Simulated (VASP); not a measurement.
Level of theory: optB86b-vdW, VASP's PBE PAW potentials (set 64) (plane waves; VASP 6.6.1).

VASP ran on this input.

File POSCAR:
```
CeO2
1.0
  0.0000000000   2.6986538632   2.6986538632
  2.6986538632   0.0000000000   2.6986538632
  2.6986538632   2.6986538632   0.0000000000
Ce O
1 2
Direct
  0.0000000000   0.0000000000   0.0000000000
  0.2500000000   0.2500000000   0.2500000000
  0.7500000000   0.7500000000   0.7500000000
```

KPOINTS:
```
K-points
0
gamma
7 7 7
0 0 0
```

INCAR:
```
PREC  =  Accurate
NSW  =  60
ALGO  =  Normal
NELM  =  100   # most electronic steps
LASPH  =  .True.
LCHARG  =  .False.
ENCUT  =  520   # plane-wave cut-off (eV)
PARAM1  =  0.1234
PARAM2  =  1.0
AGGAC  =  0.0
LUSE_VDW  =  .True.
EDIFFG  =  -0.02
IBRION  =  2   # conjugate gradients
LMAXMIX  =  6   # l cut-off of mixed one-centre charges
EDIFF  =  1E-6
LWAVE  =  .False.
ISMEAR  =  0   # Gaussian
SIGMA  =  0.05   # width (eV)
GGA  =  MK
LREAL  =  .False.
SYSTEM  =  CeO2
ISIF  =  3
```

POTCAR, in this order: Ce O (PBE.64 set). Program: vasp_std.

What VASP printed:

File OUTCAR:
```
 ion  position               nearest neighbor table
   1  0.000  0.000  0.000-   3 2.34   3 2.34   3 2.34   2 2.34   3 2.34   2 2.34   2 2.34   2 2.34
  LATTYP: Found a face centered cubic cell.
 ALAT       =     5.3973077264
 Subroutine PRICEL returns:
 Original cell was already a primitive cell.
 Subroutine GETGRP returns: Found 48 space group operations
The static configuration has the point symmetry O_h .
The dynamic configuration has the point symmetry O_h .
 Subroutine INISYM returns: Found 48 space group operations
 Subroutine IBZKPT returns following result:
 Found     20 irreducible k-points:

 Following reciprocal coordinates:
            Coordinates               Weight
  0.000000  0.000000  0.000000      1.000000
  0.142857  0.000000  0.000000      8.000000
  0.285714  0.000000  0.000000      8.000000
  0.428571  0.000000  0.000000      8.000000
  0.142857  0.142857  0.000000      6.000000
  0.285714  0.142857  0.000000     24.000000
  0.428571  0.142857  0.000000     24.000000
 -0.428571  0.142857  0.000000     24.000000
 -0.285714  0.142857  0.000000     24.000000
 -0.142857  0.142857  0.000000     12.000000
  0.285714  0.285714  0.000000      6.000000
  0.428571  0.285714  0.000000     24.000000
 -0.428571  0.285714  0.000000     24.000000
 -0.285714  0.285714  0.000000     12.000000
  0.428571  0.428571  0.000000      6.000000
 -0.428571  0.428571  0.000000     12.000000
  0.428571  0.285714  0.142857     24.000000
 -0.428571  0.285714  0.142857     48.000000
 -0.428571  0.428571  0.142857     24.000000
 -0.285714  0.428571  0.142857     24.000000
   k-points           NKPTS =     20   k-points in BZ     NKDIM =     20   number of bands    NBANDS=     16
   number of dos      NEDOS =    301   number of ions     NIONS =      3
   total plane-waves  NPLWV =  21952
   dimension x,y,z NGX =    28 NGY =   28 NGZ =   28
   dimension x,y,z NGXF=    56 NGYF=   56 NGZF=   56
...
```

### OSZICAR
```
       N       E                     dE             d eps       ncg     rms          rms(c)
DAV:   1     0.227720672668E+03    0.22772E+03   -0.11703E+04   664   0.201E+03
DAV:   2     0.124494986294E+02   -0.21527E+03   -0.20679E+03   944   0.314E+02
DAV:   3    -0.243640729113E+02   -0.36814E+02   -0.30718E+02   808   0.140E+02
DAV:   4    -0.260986318059E+02   -0.17346E+01   -0.17343E+01   984   0.340E+01
DAV:   5    -0.261720968370E+02   -0.73465E-01   -0.73455E-01  1024   0.644E+00    0.319E+01
DAV:   6    -0.237332850669E+02    0.24388E+01   -0.90377E+01   960   0.599E+01    0.247E+01
DAV:   7    -0.225958978200E+02    0.11374E+01   -0.17204E+02   976   0.130E+02    0.223E+01
DAV:   8    -0.218345286353E+02    0.76137E+00   -0.33710E+00   760   0.204E+01    0.143E+01
DAV:   9    -0.206632117454E+02    0.11713E+01   -0.67192E+00   968   0.218E+01    0.162E+00
DAV:  10    -0.206444279187E+02    0.18784E-01   -0.23616E-01  1120   0.409E+00    0.113E+00
DAV:  11    -0.206332689135E+02    0.11159E-01   -0.33411E-02   960   0.176E+00    0.114E+00
DAV:  12    -0.206199288853E+02    0.13340E-01   -0.86775E-02   704   0.193E+00    0.949E-01
DAV:  13    -0.206201536442E+02   -0.22476E-03   -0.99808E-02  1088   0.328E+00    0.876E-01
DAV:  14    -0.206175370048E+02    0.26166E-02   -0.18493E-02   840   0.138E+00    0.269E-01
DAV:  15    -0.206176023630E+02   -0.65358E-04   -0.76092E-04   896   0.205E-01    0.176E-01
DAV:  16    -0.206175886137E+02    0.13749E-04   -0.24693E-04   808   0.114E-01    0.148E-01
DAV:  17    -0.206175379538E+02    0.50660E-04   -0.27351E-04  1056   0.155E-01    0.330E-02
DAV:  18    -0.206175351909E+02    0.27629E-05   -0.18320E-05   968   0.380E-02    0.151E-02
DAV:  19    -0.206175344136E+02    0.77734E-06   -0.37340E-06   688   0.200E-02
   1 F= -.20617534E+02 E0= -.20617534E+02  d E =-.206175E+02
       N       E                     dE             d eps       ncg     rms          rms(c)
DAV:   1    -0.211015563296E+02   -0.48402E+00   -0.11960E+01   704   0.351E+01    0.110E+01
DAV:   2    -0.211407359691E+02   -0.39180E-01   -0.12033E+01   960   0.368E+01    0.618E+00
DAV:   3    -0.206264499172E+02    0.51429E+00   -0.42237E+00   944   0.167E+01    0.180E+00
DAV:   4    -0.206136024683E+02    0.12847E-01   -0.14839E-01   848   0.391E+00    0.320E-01
DAV:   5    -0.206108772083E+02    0.27253E-02   -0.86952E-03   976   0.720E-01    0.358E-01
DAV:   6    -0.206110453565E+02   -0.16815E-03   -0.13003E-03  1192   0.228E-01    0.259E-01
DAV:   7    -0.206113648675E+02   -0.31951E-03   -0.31516E-03  1136   0.379E-01    0.251E-01
DAV:   8    -0.206110892544E+02    0.27561E-03   -0.17130E-03  1152   0.383E-01    0.210E-02
DAV:   9    -0.206110938585E+02   -0.46041E-05   -0.38770E-05   776   0.444E-02    0.222E-02
DAV:  10    -0.206110914239E+02    0.24347E-05   -0.98359E-06   768   0.255E-02    0.169E-02
DAV:  11    -0.206110888883E+02    0.25355E-05   -0.55755E-06   728   0.241E-02    0.113E-02
DAV:  12    -0.206110885470E+02    0.34138E-06   -0.13457E-06   416   0.127E-02
   2 F= -.20611089E+02 E0= -.20611089E+02  d E =0.644587E-02
       N       E                     dE             d eps       ncg     rms          rms(c)
DAV:   1    -0.207688431762E+02   -0.15775E+00   -0.36955E+00   672   0.204E+01    0.583E+00
DAV:   2    -0.206747424666E+02    0.94101E-01   -0.12221E+00   960   0.113E+01    0.209E+00
DAV:   3    -0.206628480336E+02    0.11894E-01   -0.12147E+00   960   0.929E+00    0.222E+00
DAV:   4    -0.206282632589E+02    0.34585E-01   -0.22289E-01   952   0.437E+00    0.219E-01
DAV:   5    -0.206279820327E+02    0.28123E-03   -0.17961E-02  1176   0.933E-01    0.175E-01
DAV:   6    -0.206278870800E+02    0.94953E-04   -0.11534E-03   880   0.309E-01    0.100E-01
DAV:   7    -0.206281263497E+02   -0.23927E-03   -0.46562E-04  1128   0.139E-01    0.797E-02
DAV:   8    -0.206280958520E+02    0.30498E-04   -0.40563E-04  1016   0.176E-01    0.242E-02
DAV:   9    -0.206280937541E+02    0.20979E-05   -0.31186E-05  1088   0.462E-02    0.327E-03
DAV:  10    -0.206280940189E+02   -0.26481E-06   -0.18791E-06   584   0.137E-02
   3 F= -.20628094E+02 E0= -.20628094E+02  d E =-.105596E-01
```

OUTCAR:
```
------------------------ aborting loop because EDIFF is reached ----------------------------------------
  FORCE on cell =-STRESS in cart. coord.  units (eV):
  Direction    XX          YY          ZZ          XY          YZ          ZX
  --------------------------------------------------------------------------------------
  Total       -0.0115187     -0.0115187     -0.0115187      0.0000000      0.0000000      0.0000000
  in kB       -0.4596352     -0.4596352     -0.4596352      0.0000000      0.0000000      0.0000000
  external PRESSURE =      -0.4596352 kB  Pullay stress =       0.0000000 kB
  volume of cell :       40.15
      direct lattice vectors                 reciprocal lattice vectors
    -0.000000000  2.717840449  2.717840449    -0.183969593  0.183969593  0.183969593
     2.717840449 -0.000000000  2.717840449     0.183969593 -0.183969593  0.183969593
     2.717840449  2.717840449 -0.000000000     0.183969593  0.183969593 -0.183969593
 POSITION                                       TOTAL-FORCE (eV/Angst)
 -----------------------------------------------------------------------------------
      0.00000      0.00000      0.00000         0.000000      0.000000      0.000000
      1.35892      1.35892      1.35892         0.000000      0.000000      0.000000
      4.07676      4.07676      4.07676        -0.000000     -0.000000     -0.000000
 -----------------------------------------------------------------------------------
    total drift:                                0.000000      0.000000      0.000000
  FREE ENERGIE OF THE ION-ELECTRON SYSTEM (eV)
  ---------------------------------------------------
  free  energy   TOTEN  =       -20.6280940189 eV

  energy  without entropy=      -20.6280940189  energy(sigma->0) =      -20.62809402

 reached required accuracy - stopping structural energy minimisation
```
(Selected blocks of OUTCAR.)

### CONTCAR
```
CeO2
   1.00000000000000
    -0.0000000000000000    2.7178404487096275    2.7178404487096275
     2.7178404487096275   -0.0000000000000000    2.7178404487096275
     2.7178404487096275    2.7178404487096275   -0.0000000000000000
  Ce              O
     1     2
Direct
     0.0000000000000000    0.0000000000000000    0.0000000000000000
     0.2500000000000000    0.2500000000000000    0.2500000000000000
     0.7500000000000000    0.7500000000000000    0.7500000000000000
```

Energy and stress use the plane-wave basis of the starting cell.

The compound is CeO2 in the fluorite structure. This run relaxes it. Symmetry was kept, so distortions that lower it aren't found. The start is the result of an earlier pass. The run is not spin-polarised, so no magnetic state was tried.
